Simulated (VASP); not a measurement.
These are PBEsol GGA, VASP's PBE PAW potentials (set 64) (plane waves; VASP 6.6.1) values and carry that method's errors.

A VASP calculation is set up with these files.

KPOINTS:
```
Regular mesh
0
Gamma
11 11 11
0 0 0
```

**INCAR**
```
SYSTEM = InBi
PREC = Accurate; ENCUT = 400; LREAL = .FALSE.
LASPH = .TRUE.
EDIFF = 1E-7; NELM = 100; ALGO = Normal
LMAXMIX = 4
ISMEAR = -5
GGA = PS
ISIF = 2
LWAVE = .FALSE.; LCHARG = .TRUE.; LORBIT = 11
NEDOS = 601
```

**POSCAR**
```
InBi
1
    0.0000000000     3.3596323240     3.3596323240
    3.3596323240     0.0000000000     3.3596323240
    3.3596323240     3.3596323240     0.0000000000
In Bi
1 1
Direct
  0.0000000000   0.0000000000   0.0000000000
  0.2500000000   0.2500000000   0.2500000000
```

POTCAR, in this order: In_d Bi_d (PBE.64 set). Program: vasp_std.

The run wrote:

**OUTCAR**
```
 ion  position               nearest neighbor table
   1  0.000  0.000  0.000-   2 2.91   2 2.91   2 2.91   2 2.91
   2  0.250  0.250  0.250-   1 2.91   1 2.91   1 2.91   1 2.91
  LATTYP: Found a face centered cubic cell.
 ALAT       =     6.7192646480
 Subroutine PRICEL returns:
 Original cell was already a primitive cell.
 Subroutine GETGRP returns: Found 24 space group operations
The static configuration has the point symmetry T_d .
The dynamic configuration has the point symmetry T_d .
 Subroutine INISYM returns: Found 24 space group operations
 Subroutine IBZKPT returns following result:
 Found     56 irreducible k-points:

 Following reciprocal coordinates:
            Coordinates               Weight
  0.000000  0.000000  0.000000      1.000000
  0.090909  0.000000  0.000000      8.000000
  0.181818  0.000000  0.000000      8.000000
  0.272727  0.000000  0.000000      8.000000
  0.363636  0.000000  0.000000      8.000000
  0.454545  0.000000  0.000000      8.000000
  0.090909  0.090909  0.000000      6.000000
  0.181818  0.090909  0.000000     24.000000
  0.272727  0.090909  0.000000     24.000000
...
```

**OSZICAR**
```
       N       E                     dE             d eps       ncg     rms          rms(c)
DAV:   1     0.225731379576E+03    0.22573E+03   -0.12778E+04  2018   0.153E+03
DAV:   2     0.103853197799E+02   -0.21535E+03   -0.21348E+03  2020   0.387E+02
DAV:   3    -0.673391278862E+01   -0.17119E+02   -0.17053E+02  2510   0.138E+02
DAV:   4    -0.724955338708E+01   -0.51564E+00   -0.51539E+00  2286   0.266E+01
DAV:   5    -0.728187357637E+01   -0.32320E-01   -0.32309E-01  2960   0.546E+00    0.296E+00
DAV:   6    -0.720166948917E+01    0.80204E-01   -0.15371E-01  2568   0.590E+00    0.159E+00
DAV:   7    -0.718403727541E+01    0.17632E-01   -0.64950E-02  2900   0.298E+00    0.351E-01
DAV:   8    -0.718360356977E+01    0.43371E-03   -0.72253E-03  2428   0.119E+00    0.123E-01
DAV:   9    -0.718395479470E+01   -0.35122E-03   -0.64783E-04  2648   0.262E-01    0.479E-02
DAV:  10    -0.718397536285E+01   -0.20568E-04   -0.66715E-05  2348   0.802E-02    0.134E-02
DAV:  11    -0.718397962936E+01   -0.42665E-05   -0.13770E-05  2476   0.333E-02    0.547E-03
DAV:  12    -0.718398017100E+01   -0.54164E-06   -0.27376E-06  2238   0.125E-02    0.331E-03
DAV:  13    -0.718398125520E+01   -0.10842E-05   -0.20237E-07  1856   0.249E-03    0.687E-04
DAV:  14    -0.718398116394E+01    0.91256E-07   -0.24797E-08  1486   0.142E-03
   1 F= -.71839812E+01 E0= -.71839812E+01  d E =0.000000E+00
```

### OUTCAR
```
------------------------ aborting loop because EDIFF is reached ----------------------------------------
  FORCE on cell =-STRESS in cart. coord.  units (eV):
  Direction    XX          YY          ZZ          XY          YZ          ZX
  --------------------------------------------------------------------------------------
  Total       -0.0343954     -0.0343954     -0.0343954     -0.0000000      0.0000000      0.0000000
  in kB       -0.7266179     -0.7266179     -0.7266179     -0.0000000      0.0000000      0.0000000
  external PRESSURE =      -0.7266179 kB  Pullay stress =       0.0000000 kB
  volume of cell :       75.84
      direct lattice vectors                 reciprocal lattice vectors
     0.000000000  3.359632324  3.359632324    -0.148825809  0.148825809  0.148825809
     3.359632324  0.000000000  3.359632324     0.148825809 -0.148825809  0.148825809
     3.359632324  3.359632324  0.000000000     0.148825809  0.148825809 -0.148825809
 POSITION                                       TOTAL-FORCE (eV/Angst)
 -----------------------------------------------------------------------------------
      0.00000      0.00000      0.00000        -0.000000     -0.000000     -0.000000
      1.67982      1.67982      1.67982         0.000000      0.000000      0.000000
 -----------------------------------------------------------------------------------
    total drift:                               -0.000000     -0.000000     -0.000000
  FREE ENERGIE OF THE ION-ELECTRON SYSTEM (eV)
  ---------------------------------------------------
  free  energy   TOTEN  =        -7.1839811639 eV

  energy  without entropy=       -7.1839811639  energy(sigma->0) =       -7.18398116

 total charge

# of ion       s       p       d       tot
------------------------------------------
    1        0.901   0.644   9.856  11.401
    2        1.463   1.547   9.899  12.909
--------------------------------------------------
tot          2.364   2.190  19.755  24.309
```
(Selected blocks of OUTCAR.)

For a metal the tetrahedron method with Blöchl corrections gives inexact stress and forces.

The structure was generated: InBi was put into the zinc blende type (F-43m), which need not be its known phase. It was relaxed first.
